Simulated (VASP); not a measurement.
Consider the following.

```
CELL_PARAMETERS angstrom
     -2.93382     2.93382     2.34081
      2.93382    -2.93382     2.34081
      2.93382     2.93382    -2.34081
ATOMIC_POSITIONS crystal
  Al 0.84139 0.65861 0.50000
  Al 0.15861 0.34139 0.50000
  Al 0.65861 0.15861 0.81722
  Al 0.34139 0.84139 0.18278
  Cu 0.25000 0.25000 0.00000
  Cu 0.75000 0.75000 0.00000
```

Calculation: PBE GGA, VASP's PBE PAW potentials (set 64) (plane waves; VASP). Numerical set-up: 300 eV cut-off, 7×7×7 Γ-centred mesh, Gaussian smearing of 0.20 eV, potentials Al Cu.

### Question
Give the energies of bands 7 to 20 at the high-symmetry points, in eV from the Fermi level.

### Answer

```tsv
band	Γ	X	M	Z	P	N
7	-4.54	-4.86	-5.40	-5.32	-4.68	-4.71
8	-4.20	-4.72	-4.95	-4.86	-4.68	-4.71
9	-3.83	-4.30	-4.81	-4.69	-4.67	-4.59
10	-3.53	-4.09	-4.61	-4.58	-4.67	-4.59
11	-3.53	-3.54	-4.58	-4.26	-4.40	-4.54
12	-3.32	-3.53	-4.22	-4.11	-4.40	-4.54
13	-3.32	-3.15	-3.71	-3.66	-4.17	-3.41
14	-2.23	-3.03	-3.54	-3.58	-4.17	-3.41
15	-1.55	-1.77	-3.54	-3.58	0.31	-2.85
16	-1.44	-1.57	-1.95	-1.06	0.31	-2.85
17	-1.44	-0.84	2.71	1.53	0.66	0.14
18	-1.02	-0.69	2.93	1.70	0.66	0.14
19	-0.13	0.76	2.93	1.70	1.78	4.18
20	-0.03	1.29	3.44	2.16	1.78	4.18
```

It has no gap at this level: it comes out as a metal or semimetal.

The structure comes from a computed database's Al2Cu entry; how it stands against other phases isn't given here. The cell was not relaxed at this level.
